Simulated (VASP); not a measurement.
Here is the system:

```
CELL_PARAMETERS angstrom
      1.82500    -3.16099     0.00000
      1.82500     3.16099     0.00000
      0.00000     0.00000     5.73000
ATOMIC_POSITIONS crystal
  Y  0.33333 0.66667 0.25000
  Y  0.66667 0.33333 0.75000
```

Method: PBE GGA, VASP's PBE PAW potentials (set 64) (plane waves; VASP 6.6.1). Run with 300 eV cut-off, 10×10×6 Γ-centred mesh, Fermi-Dirac smearing of 0.10 eV, potentials Y_sv.

Task: Estimate the energy per atom (σ→0), band gap (on the k-mesh) with the smallest direct gap where there is one.

Result: 
| Quantity | Value |
|---|---|
| band gap (on the k-mesh) | none (metal, semimetal or under 0.01 eV) |
| energy per atom (σ→0) | -6.432 eV/atom |

Total energies compare only between runs with the same potentials, cut-off and functional.

The structure is a typed Y crystal (P6_3/mmc). The cell was not relaxed at this level.
